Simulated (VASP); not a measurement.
Data:

```yaml
crystal:
  lattice:
    - [-1.89565, 1.89565, 4.04575]
    - [1.89565, -1.89565, 4.04575]
    - [1.89565, 1.89565, -4.04575]
  atoms:
    - { symbol: Ga, position: [0.75000, 0.25000, 0.50000] }
    - { symbol: Ga, position: [0.25000, 0.75000, 0.50000] }
    - { symbol: Ga, position: [0.50000, 0.50000, 0.00000] }
    - { symbol: Tc, position: [0.00000, 0.00000, 0.00000] }
```

These are LDA (Ceperley-Alder, Perdew-Zunger), VASP's LDA PAW potentials (set 64) (plane waves; VASP 6.6.1) values and carry that method's errors. Numerical set-up: 300 eV cut-off, 9×9×9 Γ-centred mesh, Gaussian smearing of 0.10 eV, potentials Ga_d Tc_pv.

At this cut-off the stress carries a Pulay error, which pulls relaxed volumes low.

Q: Predict the energy per atom (σ→0), pressure, band gap (on the k-mesh) with the smallest direct gap where there is one.

A: 
The band gap (on the k-mesh) comes out as none (metal, semimetal or under 0.01 eV). The energy per atom (σ→0) is -5.716 eV/atom and the pressure comes out as -5.73 GPa.

Total energies compare only between runs with the same potentials, cut-off and functional.

The structure comes from a computed database's Ga3Tc entry; how it stands against other phases isn't given here. The cell was not relaxed at this level.
